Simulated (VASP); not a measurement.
Consider the following.

```yaml
crystal:
  lattice:
    - [0.00000, 2.56946, 2.56946]
    - [2.56946, 0.00000, 2.56946]
    - [2.56946, 2.56946, 0.00000]
  atoms:
    - { symbol: Zn, position: [0.00000, 0.00000, 0.00000] }
    - { symbol: S, position: [0.25000, 0.25000, 0.25000] }
```

Calculation: LDA (Ceperley-Alder, Perdew-Zunger), VASP's LDA PAW potentials (set 64) (plane waves; VASP). Settings: 500 eV cut-off, 9×9×9 Γ-centred mesh, Gaussian smearing of 0.050 eV, potentials Zn S.

Problem. Predict the energy per atom (σ→0), pressure, band gap (on the k-mesh) with the smallest direct gap where there is one.

Solution. 
| Quantity | Value |
|---|---|
| band gap (on the k-mesh) | 2.59 eV |
| smallest direct gap (on the k-mesh) | 2.59 eV |
| energy per atom (σ→0) | -4.056 eV/atom |
| pressure | 9.95 GPa |

Total energies compare only between runs with the same potentials, cut-off and functional.

The compound is ZnS in the zinc blende structure. It was relaxed first under an external pressure of 10 GPa.
